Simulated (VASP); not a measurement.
# Sn2GeO3 (P1) in VASP: relaxation of cell and atoms with PBE

Aim: the relaxation of cell and atoms of Sn2GeO3 with PBE.

Program: VASP 6.6.1. These are calculated values, not measurements. Logs are shortened: lines on timing, memory, paths and dates and some standing lists are left out, and cuts for length are marked.

## (1) The crystal as given

The typed cell holds 12 atoms: a = 3.806 Å, b = 3.760 Å, c = 14.722 Å, α = 91.74°, β = 88.80°, γ = 89.21°.

The cell was built by a generator and needn't be a form met in nature.

## (2) Relaxation of cell and atoms, PBE

INCAR

```
SYSTEM = Sn2GeO3
PREC = Normal
ENCUT = 520
EDIFF = 1E-5
ISMEAR = 0
SIGMA = 0.05
LREAL = Auto
LASPH = .TRUE.
NELM = 80
ALGO = Fast
ISIF = 3
LWAVE = .FALSE.
LCHARG = .FALSE.
GGA = PE
IBRION = 2
NSW = 110
EDIFFG = -0.03
ISYM = 0
KPAR = 4
```

KPOINTS

```
Automatic mesh
0
G
  5 5 2
  0 0 0
```

POSCAR

```
Sn2GeO3
1.0
    3.8059261400      0.0262828200      0.0399763100
    0.0262828200      3.7594735200     -0.0575613000
    0.1541292500     -0.2219284500     14.7192997000
Sn Ge O
4 2 6
Direct
    0.0132315700      0.5085565900      0.5941356000
    0.5227704900      0.0241116400      0.7519957100
    0.4899348100      0.9977857800      0.4103356400
    0.9968832900      0.5159006100      0.2400087400
    0.9802304400      0.4985277100      0.9387762200
    0.4980803700      0.0114536100      0.0713608000
    0.4980880900      0.5029612700      0.6752196800
    0.0241660700      0.9925315100      0.6717635100
    0.4912905900      0.4995783700      0.0026912100
    0.9968058700      0.0059461700      0.0049371600
    0.0266949500      0.0027027700      0.3294851900
    0.4955381300      0.4842209800      0.3248161700
```

Potentials or basis: VASP PAW PBE potentials, release 64 (Sn_d, Ge_d, O).

Run with:

```sh
$ cat potpaw_PBE.64/Sn_d/POTCAR potpaw_PBE.64/Ge_d/POTCAR potpaw_PBE.64/O/POTCAR > POTCAR
$ mpirun -np 4 vasp_std > vasp.out
```

OUTCAR:

```text
SYSTEM = Sn2GeO3
   PREC = Normal
   ENCUT = 520
   EDIFF = 1E-5
   ISMEAR = 0
   LREAL = Auto
   LASPH = .TRUE.
   NELM = 80
   ISIF = 3
   GGA = PE
   IBRION = 2
   NSW = 110
   EDIFFG = -0.03
   ISYM = 0

 ion  position               nearest neighbor table
   1  0.013  0.509  0.594-   8 2.12   7 2.22   7 2.27   8 2.28   2 3.48   2 3.52   2 3.58   2 3.60
                             3 3.70
   2  0.523  0.024  0.752-   7 2.16   8 2.22   7 2.24   8 2.26   1 3.48   1 3.52   1 3.58   1 3.60

   3  0.490  0.998  0.410-  11 2.15  12 2.25  12 2.27  11 2.34   4 3.57   4 3.62   1 3.70   4 3.74
                             4 3.74
   4  0.997  0.516  0.240-  11 2.23  12 2.26  12 2.30  11 2.37   3 3.57   3 3.62   3 3.74   3 3.74

   5  0.980  0.499  0.939-   9 2.07  10 2.12  10 2.12   9 2.18
   6  0.498  0.011  0.071-  10 2.12   9 2.12   9 2.15  10 2.16
   7  0.498  0.503  0.675-   2 2.16   1 2.22   2 2.24   1 2.27
   8  0.024  0.993  0.672-   1 2.12   2 2.22   2 2.26   1 2.28
   9  0.491  0.500  0.003-   5 2.07   6 2.12   6 2.15   5 2.18
  10  0.997  0.006  0.005-   6 2.12   5 2.12   5 2.12   6 2.16
  11  0.027  0.003  0.329-   3 2.15   4 2.23   3 2.34   4 2.37
  12  0.496  0.484  0.325-   3 2.25   4 2.26   3 2.27   4 2.30

IMPORTANT INFORMATION: All symmetrisations will be switched off!
NOSYMM: (Re-)initialisation of all symmetry stuff for point group C_1.

----------------------------------------------------------------------------------------

                                     Primitive cell

  volume of cell :     210.5254

  direct lattice vectors                    reciprocal lattice vectors
     3.805926140  0.026282820  0.039976310     0.262790319 -0.001879757 -0.002780081
     0.026282820  3.759473520 -0.057561300    -0.001879757  0.266069557  0.004031315
     0.154129250 -0.221928450 14.719299700    -0.000721066  0.001045597  0.067961330

  length of vectors
     3.806226829  3.760006016 14.721779503     0.262811746  0.266106734  0.067973198

  position of ions in fractional coordinates (direct lattice)
     0.013231570  0.508556590  0.594135600
     0.522770490  0.024111640  0.751995710
     0.489934810  0.997785780  0.410335640
     0.996883290  0.515900610  0.240008740
     0.980230440  0.498527710  0.938776220
     0.498080370  0.011453610  0.071360800
     0.498088090  0.502961270  0.675219680
     0.024166070  0.992531510  0.671763510
     0.491290590  0.499578370  0.002691210
     0.996805870  0.005946170  0.004937160
     0.026694950  0.002702770  0.329485190
     0.495538130  0.484220980  0.324816170

  ion indices of the primitive-cell ions
   primitive index   ion index
                 1           1
                 2           2
                 3           3
                 4           4
                 5           5
                 6           6
[... 99 lines left out ...]
  volume/ion in A,a.u.               =      17.54       118.39
  Fermi-wavevector in a.u.,A,eV,Ry     =   1.357377  2.565070 25.068347  1.842472
  Thomas-Fermi vector in A             =   2.484300
   LORBIT       =      0    0 simple, 1 ext, 2 COOP (PROOUT), +10 PAW based schemes
   GGA     = PE    functional components
   LHFCALC =     F    Hartree Fock is set to
   AEXX    =    0.0000 exact exchange contribution
   IVDW    =     0    specifies the selected vdW correction
   LEPSILON=     F    determine dielectric tensor
   LRPA    =     F    only Hartree local field effects (RPA)
 conjugate gradient relaxation of ions
 non-spin polarized calculation
 RMM-DIIS sequential band-by-band and
 Gauss-broadening in eV      SIGMA  =   0.05
  energy-cutoff  :      520.00
  volume of cell :      210.53
 maximum number of plane-waves:      5690
   NGX = 15   NGY = 13   NGZ = 55

--------------------------------------- Ionic step        1  -------------------------------------------

 number of electron     120.0000009 magnetization

 Free energy of the ion-electron system (eV)
  ---------------------------------------------------
  ext. energy  EPLUGINS =         0.00000000
  ---------------------------------------------------
  free energy    TOTEN  =       -68.23953689 eV

  energy without entropy =      -68.23953689  energy(sigma->0) =      -68.23953689

------------------------ aborting loop because EDIFF is reached ----------------------------------------

  FORCE on cell =-STRESS in cart. coord.  units (eV):
  Direction    XX          YY          ZZ          XY          YZ          ZX
  --------------------------------------------------------------------------------------
  -------------------------------------------------------------------------------------
  Total        0.5072491      1.4489073     -0.7551123     -1.4957547      1.3610309     -0.6316229
  in kB        3.8603560     11.0267275     -5.7466871    -11.3832536     10.3579551     -4.8068872
  external PRESSURE =       3.0467988 kB  Pullay stress =       0.0000000 kB
[... 119 lines left out ...]
  FREE ENERGIE OF THE ION-ELECTRON SYSTEM (eV)
  ---------------------------------------------------
  free  energy   TOTEN  =       -68.4958753990 eV

  energy  without entropy=      -68.4958753990  energy(sigma->0) =      -68.49587540

 E-fermi :   5.8346     XC(G=0): -10.0102

 val. band max:        5.5832070071   @ k =  -0.0000   0.0000   0.5000
 cond. band min:       6.8131284106   @ k =   0.4000   0.4000  -0.0000
 fundamental gap:      1.2299214035
 Fermi energy:         5.8345539909

 k-point     1 :       0.0000    0.0000    0.0000
  band No.  band energies     occupation
      1     -19.1566      2.00000
      2     -19.0643      2.00000
      3     -19.0574      2.00000
      4     -19.0510      2.00000
      5     -19.0465      2.00000
      6     -19.0313      2.00000
[... 1789 lines left out ...]
     71      10.8955      0.00000
     72      11.2174      0.00000

 [... further k-points ...]

[... ionic steps 4 to 75 ...]

--------------------------------------- Ionic step       76  -------------------------------------------

 number of electron     119.9999920 magnetization

------------------------ aborting loop because EDIFF is reached ----------------------------------------
[... 87 lines left out ...]
--------------------------------------- Ionic step       78  -------------------------------------------

 number of electron     119.9999909 magnetization

 Free energy of the ion-electron system (eV)
  ---------------------------------------------------
  ext. energy  EPLUGINS =         0.00000000
  ---------------------------------------------------
  free energy    TOTEN  =       -68.63002329 eV

  energy without entropy =      -68.63002329  energy(sigma->0) =      -68.63002329

 E-fermi :   5.6892     XC(G=0):  -9.9097

 val. band max:        5.4193325266   @ k =  -0.0000   0.2000   0.0000
 cond. band min:       6.5888781255   @ k =  -0.4000   0.4000   0.0000
 fundamental gap:      1.1695455989
 Fermi energy:         5.6892004835

 k-point     1 :       0.0000    0.0000    0.0000
  band No.  band energies     occupation
      1     -19.3353      2.00000
      2     -19.2482      2.00000
      3     -19.2469      2.00000
      4     -19.2377      2.00000
      5     -19.2334      2.00000
      6     -19.1900      2.00000
[... 1830 lines left out ...]
  FREE ENERGIE OF THE ION-ELECTRON SYSTEM (eV)
  ---------------------------------------------------
  free  energy   TOTEN  =       -68.6300232906 eV

  energy  without entropy=      -68.6300232906  energy(sigma->0) =      -68.63002329

 reached required accuracy - stopping structural energy minimisation
```

OSZICAR:

```text
N       E                     dE             d eps       ncg     rms          rms(c)
DAV:   1     0.178407891987E+04    0.17841E+04   -0.54667E+04  4632   0.321E+03
DAV:   2     0.390209743482E+03   -0.13939E+04   -0.13284E+04  3760   0.103E+03
[... 668 lines left out ...]
       N       E                     dE             d eps       ncg     rms          rms(c)
DAV:   1    -0.686376728362E+02   -0.23180E-01   -0.22169E+00  4992   0.862E+00    0.953E-01
RMM:   2    -0.686249312169E+02    0.12742E-01   -0.73171E-02  4725   0.170E+00    0.437E-01
RMM:   3    -0.686213195563E+02    0.36117E-02   -0.19044E-02  4871   0.907E-01    0.138E-01
RMM:   4    -0.686213123254E+02    0.72309E-05   -0.58799E-03  5142   0.432E-01    0.503E-02
RMM:   5    -0.686214592066E+02   -0.14688E-03   -0.16484E-03  5648   0.226E-01    0.508E-02
RMM:   6    -0.686215041636E+02   -0.44957E-04   -0.49851E-04  4978   0.984E-02    0.544E-02
RMM:   7    -0.686215603208E+02   -0.56157E-04   -0.34577E-04  4495   0.784E-02    0.100
```

CONTCAR:

```text
Sn2GeO3
   1.00000000000000
     4.1513028134265095    0.0007163712850306    0.0092632851343999
    -0.0008580458069505    3.5205080151580526   -0.0045281346616002
     0.0381091553310494   -0.0196894071532048   14.6571722376174449
  Sn              Ge              O
     4     2     6
Direct
     0.0074241501725121    0.5012231105172241    0.5970739683146304
     0.5057160353739334    0.0031879547565058    0.7562909887120268
     0.5065512355377939    0.0029314925368078    0.4066049320158281
     0.0104315916357593    0.5014150175295854    0.2473410671807129
     0.9377477177427460    0.5055620971369110    0.9312840442136414
     0.4352983360639080    0.0077396352568901    0.0692034746298011
     0.5059143512219212    0.5021864339714455    0.6658264159568489
     0.0054624669830436    0.0020690625557612    0.6872759216605600
     0.5520595969038556    0.5067649907650837    0.0018281495941807
     0.0518929139431406    0.0069491623307263    0.9985600012292402
     0.0074219389771792    0.0025037356165254    0.3379203925648935
     0.5077943354442096    0.5017443170265364    0.3163162739276351

  0.00000000E+00  0.00000000E+00  0.00000000E+00
  0.00000000E+00  0.00000000E+00  0.00000000E+00
  0.00000000E+00  0.00000000E+00  0.00000000E+00
  0.00000000E+00  0.00000000E+00  0.00000000E+00
  0.00000000E+00  0.00000000E+00  0.00000000E+00
  0.00000000E+00  0.00000000E+00  0.00000000E+00
  0.00000000E+00  0.00000000E+00  0.00000000E+00
  0.00000000E+00  0.00000000E+00  0.00000000E+00
  0.00000000E+00  0.00000000E+00  0.00000000E+00
  0.00000000E+00  0.00000000E+00  0.00000000E+00
  0.00000000E+00  0.00000000E+00  0.00000000E+00
  0.00000000E+00  0.00000000E+00  0.00000000E+00
```

Wall time 37 min (4 MPI ranks of AMD EPYC 9R45 (Zen 5), shared host); peak memory 0.38 GiB.

What came out:

- Free energy: -68.6300 eV
- Relaxed volume: 17.85 Å³/atom
- Relaxed cell: a = 4.151 Å, b = 3.521 Å, c = 14.657 Å, α = 90.15°, β = 89.72°, γ = 90.00°
- Space group after relaxing (to 0.05 Å): Pm (No. 6)
- Energy gained by relaxing: 32.5 meV/atom
- Ionic steps: 78
- Pressure after relaxing: 0.1 GPa
- Largest force after relaxing: 0.030 eV/Å
- Band gap on the k mesh: 1.17 eV, indirect (least direct gap 1.65 eV)

Forces in eV/Å, atoms in the order of the input:
```
Sn   0.003  0.008 -0.019
Sn  -0.002  0.000 -0.002
Sn   0.006  0.006  0.010
Sn  -0.001  0.006  0.011
Ge   0.005  0.004 -0.011
Ge   0.010 -0.001  0.005
O   -0.006 -0.007  0.010
O    0.007  0.003  0.010
O   -0.023 -0.009  0.006
O   -0.008 -0.008  0.020
O    0.013 -0.006 -0.026
O   -0.004  0.004 -0.016
```

The path:
| step | energy change (eV) | largest force (eV/Å) | pressure (GPa) | volume (Å³) |
| --- | --- | --- | --- | --- |
| 1 | 0.0000 | 1.4363 | 0.30 | 210.53 |
| 3 | -0.2563 | 0.4793 | -0.37 | 211.81 |
| 5 | -0.2941 | 0.3322 | 0.47 | 210.30 |
| 7 | -0.3039 | 0.1245 | -0.26 | 211.46 |
| 9 | -0.3069 | 0.1071 | 0.12 | 210.81 |
| 11 | -0.3069 | 0.1003 | 0.12 | 210.86 |
| 13 | -0.3083 | 0.0467 | 0.16 | 211.03 |
| 15 | -0.3093 | 0.0397 | 0.08 | 210.94 |
| 17 | -0.3099 | 0.0464 | -0.01 | 211.20 |
| 19 | -0.3103 | 0.0484 | -0.08 | 211.30 |
| 21 | -0.3111 | 0.0580 | -0.01 | 211.26 |
| 23 | -0.3125 | 0.0651 | 0.07 | 211.16 |
| 25 | -0.3143 | 0.0843 | -0.15 | 211.68 |
| 27 | -0.3158 | 0.0727 | -0.12 | 211.64 |
| 29 | -0.3161 | 0.1614 | 0.29 | 211.42 |
| 31 | -0.3177 | 0.1333 | 0.17 | 211.48 |
| 33 | -0.3178 | 0.1280 | 0.13 | 211.49 |
| 35 | -0.3185 | 0.1151 | 0.12 | 211.54 |
| 37 | -0.3193 | 0.1026 | 0.16 | 211.64 |
| 39 | -0.3221 | 0.0833 | -0.20 | 212.32 |
| 41 | -0.3245 | 0.0471 | -0.03 | 212.00 |
| 43 | -0.3252 | 0.0680 | 0.18 | 211.74 |
| 45 | -0.3271 | 0.0879 | 0.02 | 212.13 |
| 47 | -0.3274 | 0.1022 | -0.07 | 212.27 |
| 49 | -0.3275 | 0.1118 | -0.12 | 212.34 |
| 51 | -0.3308 | 0.0926 | 0.07 | 212.22 |
| 53 | -0.3321 | 0.1184 | 0.20 | 212.11 |
| 55 | -0.3333 | 0.1375 | 0.27 | 212.17 |
| 57 | -0.3376 | 0.1494 | 0.13 | 212.60 |
| 59 | -0.3401 | 0.2922 | -0.30 | 214.20 |
| 61 | -0.3491 | 0.1691 | -0.10 | 213.52 |
| 63 | -0.3560 | 0.3826 | 0.31 | 213.98 |
| 65 | -0.3663 | 0.2328 | 0.17 | 213.91 |
| 67 | -0.3750 | 0.1289 | -0.29 | 214.67 |
| 69 | -0.3840 | 0.1286 | 0.31 | 212.82 |
| 71 | -0.3875 | 0.0626 | 0.07 | 213.28 |
| 73 | -0.3889 | 0.0489 | -0.03 | 213.64 |
| 75 | -0.3894 | 0.0684 | -0.09 | 213.94 |
| 77 | -0.3899 | 0.0406 | 0.11 | 213.80 |
| 78 | -0.3905 | 0.0299 | 0.08 | 214.21 |

Final structure:
```xyz
12
Lattice="4.1513 0.0007 0.0093 -0.0009 3.5205 -0.0045 0.0381 -0.0197 14.6572" Properties=species:S:1:pos:R:3 pbc="T T T"
Sn    0.0531    1.7528    8.7492
Sn    2.1282   -0.0033   11.0898
Sn    2.1183    0.0027    5.9644
Sn    0.0523    1.7604    3.6231
Ge    3.9279    1.7622   13.6564
Ge    1.8097    0.0262    1.0183
O     2.1251    1.7552    9.7615
O     0.0489   -0.0062   10.0736
O     2.2914    1.7844    0.0296
O     0.2535    0.0048   14.6365
O     0.0437    0.0022    4.9530
O     2.1196    1.7605    4.6387
```

Levels at points of the mesh, in eV from the valence-band top:
| k point | band 56 | band 57 | band 58 | band 59 | band 60 | band 61 | band 62 | band 63 | band 64 | band 65 |
| --- | --- | --- | --- | --- | --- | --- | --- | --- | --- | --- |
| (0.00, 0.00, 0.00) | -2.59 | -2.19 | -1.06 | -0.95 | -0.31 | 1.40 | 2.02 | 2.31 | 2.94 | 3.04 |
| (0.00, 0.00, 0.50) | -2.59 | -2.10 | -1.64 | -0.64 | -0.23 | 1.42 | 1.97 | 2.31 | 2.76 | 3.49 |

Caveat: spin-orbit coupling is left out, which moves the levels of the heavy elements; an odd mesh through Γ misses points on the zone boundary, where band edges often lie. As with any semilocal functional, this PBE gap is likely too small.
